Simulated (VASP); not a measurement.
A VASP calculation is set up with these files.

**POSCAR**
```
GaSb
1.0
  0.0000000000   3.0250645402   3.0250645402
  3.0250645402   0.0000000000   3.0250645402
  3.0250645402   3.0250645402   0.0000000000
Ga Sb
1 1
direct
  0.0000000000   0.0000000000   0.0000000000
  0.2500000000   0.2500000000   0.2500000000
```

**KPOINTS**
```
Automatic mesh
0
Gamma
7 7 7
0 0 0
```

INCAR:
```
ALGO  =  Normal
EDIFF  =  1E-8
EDIFFG  =  -0.001
ENCUT  =  400
IBRION  =  1
ISIF  =  2
ISMEAR  =  0
LASPH  =  T
LCHARG  =  F
LMAXMIX  =  4
LREAL  =  F
LWAVE  =  F
NELM  =  100
NSW  =  30
PREC  =  Accurate
SIGMA  =  0.05
SYSTEM  =  GaSb
```

POTCAR, in this order: Ga_d Sb (LDA.64 set). Program: vasp_std.

Translate this LDA calculation to Quantum ESPRESSO's pw.x.

One equivalent input (not run):
```
&CONTROL
  calculation = 'relax'
  pseudo_dir = './pseudo'
  outdir = './out'
  tprnfor = .true.
  tstress = .true.
  nstep = 30
  forc_conv_thr = 3.9e-05
/
&SYSTEM
  ibrav = 0
  nat = 2
  ntyp = 2
  ecutwfc = 84
  occupations = 'smearing'
  smearing = 'gaussian'
  degauss = 0.003675
  input_dft = 'pz'
/
&ELECTRONS
  conv_thr = 7.3e-10
  electron_maxstep = 100
/
&IONS
/
ATOMIC_SPECIES
  Ga 69.723 Ga.upf
  Sb 121.760 Sb.upf
CELL_PARAMETERS angstrom
     0.0000000    3.0250645    3.0250645
     3.0250645    0.0000000    3.0250645
     3.0250645    3.0250645    0.0000000
ATOMIC_POSITIONS crystal
  Ga   0.0000000  0.0000000  0.0000000
  Sb   0.2500000  0.2500000  0.2500000
K_POINTS automatic
  7 7 7 0 0 0
```
Limits of the translation: the potentials are each code's own (VASP's PAW set, PseudoDojo norm-conserving files in pw.x), so ENCUT and ecutwfc are chosen apart and not converted; conv_thr bounds pw.x's estimated SCF error, while EDIFF bounds the energy change between steps; forc_conv_thr acts on force components and is met together with etot_conv_thr.

The compound is GaSb in the zinc blende structure. It was relaxed first. The start is the result of an earlier pass.
